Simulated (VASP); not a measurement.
Calculation: PBEsol GGA, VASP's PBE PAW potentials (set 64) (plane waves; VASP 6.6.1).

Gaps are without spin-orbit coupling.

Question: Order these relaxed crystals by band gap, smallest first: CeO2, Fm-3m (225); MgTe, P6_3mc (186); NaF, Fm-3m (225); CaO, Fm-3m (225).

Answer: CeO2, Fm-3m (225) (1.96 eV), MgTe, P6_3mc (186) (2.39 eV), CaO, Fm-3m (225) (3.53 eV), NaF, Fm-3m (225) (6.17 eV)
